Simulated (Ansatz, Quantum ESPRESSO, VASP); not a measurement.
One structure in several programs: Tl (P6_3/mmc, 2 atoms in the cell)

Self-consistent single point.

```xyz
2
Lattice="1.7165 -2.9731 0.0000 1.7165 2.9731 0.0000 0.0000 0.0000 5.4769" Properties=species:S:1:pos:R:3 pbc="T T T"
Tl     1.7165     0.9910     1.3692
Tl     1.7165    -0.9910     4.1077
```

Shared settings, as Ansatz (a program for electronic structure) writes them: kpoints.mp_grid.grid = 3 3 2; scf.occupations.method = gaussian; scf.occupations.width = 0.05 eV. Potentials and cutoffs stand in the table.

```
code                                                          model  pressure (GPa)   cutoff
----------------  -------------------------------------------------  --------------  -------
Quantum ESPRESSO  PBE, SSSP 1.1.2 efficiency (PBE) pseudopotentials            2.45    40 Ry
Ansatz                                       PBE, default PAW files            4.02  default
VASP                        PBE, VASP's PBE PAW potentials (set 64)            3.47   300 eV
```

On Ansatz's run: spin-orbit coupling is off.

The spread over the programs that give each value: pressure within 1.57 GPa.

Ansatz's pressure is given at a fixed set of plane waves, as the other plane-wave codes print theirs; with its correction for the finite basis it is 4.07 GPa. In the pressure, Quantum ESPRESSO (by 1.02) lies more than 1 GPa from the median of the plane-wave programs.

On the base mesh (8 8 4) the same programs gave: Quantum ESPRESSO pressure 3.21 GPa; Ansatz pressure 4.80 GPa; VASP pressure 4.26 GPa.

The values differ from the base mesh's, so the mesh still matters here: the table compares the programs at equal settings.

VASP's run is marked for a possible Pulay error in its stress at this cutoff; no cutoff test was made.

The starting cell has typed, rounded lattice constants, without a prior relaxation at this level. Its lattice was rescaled by a random factor within 2.5 % of one.

Left out of this page: GPAW, Elk, FLEUR and SIESTA (not drawn, or without a comparable value); CP2K (on another mesh).

Keys are those of Ansatz 0.2.
